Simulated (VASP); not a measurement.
An input for Quantum ESPRESSO's pw.x (written as the equivalent of a VASP run, and not itself run):

```
&CONTROL
  calculation = 'scf'
  pseudo_dir = './pseudo'
  outdir = './out'
  tprnfor = .true.
  tstress = .true.
/
&SYSTEM
  ibrav = 0
  nat = 1
  ntyp = 1
  ecutwfc = 82
  occupations = 'smearing'
  smearing = 'methfessel-paxton'
  degauss = 0.00735
  input_dft = 'pbe'
  vdw_corr = 'grimme-d3'
  dftd3_version = 3
  dftd3_threebody = .false.
/
&ELECTRONS
  conv_thr = 7.3e-09
  electron_maxstep = 100
/
ATOMIC_SPECIES
  Ag 107.868 Ag.upf
CELL_PARAMETERS angstrom
     0.0000000    1.9937158    1.9937158
     1.9937158    0.0000000    1.9937158
     1.9937158    1.9937158    0.0000000
ATOMIC_POSITIONS crystal
  Ag   0.0000000  0.0000000  0.0000000
K_POINTS automatic
  15 15 15 0 0 0
```

**Question.** Translate this input to VASP (INCAR, KPOINTS, POSCAR, choice of POTCAR).

**Answer.** This is not unique; one that fits is 
**INCAR**
```
ALGO = Normal
EDIFF = 1E-7
ENCUT = 520
GGA = PE
ISIF = 2
ISMEAR = 1
IVDW = 11
LASPH = .True.
LCHARG = .False.
LMAXMIX = 4
LREAL = .False.
LWAVE = .False.
NELM = 100
PREC = Accurate
SIGMA = 0.1
SYSTEM = Ag
```

POSCAR:
```
Ag
1
    0.0000000000     1.9937157805     1.9937157805
    1.9937157805     0.0000000000     1.9937157805
    1.9937157805     1.9937157805     0.0000000000
Ag
1
Direct
  0.0000000000   0.0000000000   0.0000000000
```

KPOINTS:
```
K-points
0
gamma
15 15 15
```

POTCAR, in this order: Ag (PBE.64 set). Program: vasp_std.

The two are equivalent in intent, not identical: the potentials are each code's own (VASP's PAW set, PseudoDojo norm-conserving files in pw.x), so ENCUT and ecutwfc are chosen apart and not converted; conv_thr bounds pw.x's estimated SCF error, while EDIFF bounds the energy change between steps.

The compound is Ag in the fcc structure. This cell is one point of a volume scan, at 0.94 of the reference volume.
